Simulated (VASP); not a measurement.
```
CELL_PARAMETERS angstrom
      0.00000     3.30311     3.30311
      3.30311     0.00000     3.30311
      3.30311     3.30311     0.00000
ATOMIC_POSITIONS crystal
  K  0.00000 0.00000 0.00000
  Br 0.50000 0.50000 0.50000
```

Level of theory: r2SCAN meta-GGA, VASP's PBE PAW potentials (set 64) (plane waves; VASP). Settings: 480 eV cut-off, 6×6×6 Γ-centred mesh, Gaussian smearing of 0.050 eV, potentials K_sv Br.

Stress in GPa, positive for a compressed cell; the cube axes lie along x, y and z, and the ions stay on their sites.

```csv
strain,σxx,σyy,σzz
none,0.01,0.01,0.01
εxx = +1.5 %,-0.52,-0.05,-0.05
εxx = +2.0 %,-0.67,-0.07,-0.07
```

Problem. Fit C11 and C12 to these rows, and predict the stress for εxx = -3.0 %, εyy = -3.0 %, εzz = -3.0 %.

Solution. Least squares on Δσ_i = −C11 ε_i − C12 (ε_j + ε_k) over all components shown gives C11 = 34 GPa and C12 = 4 GPa, and so σxx, σyy, σzz = 1.28, 1.28, 1.28 GPa. The run gave 1.86, 1.86, 1.86 GPa; the difference holds the non-linear terms and numerical noise.

Left out are shears, moved atoms, failed runs and, from the fit, strains over 2.5 %.

The compound is KBr in the rock salt structure.
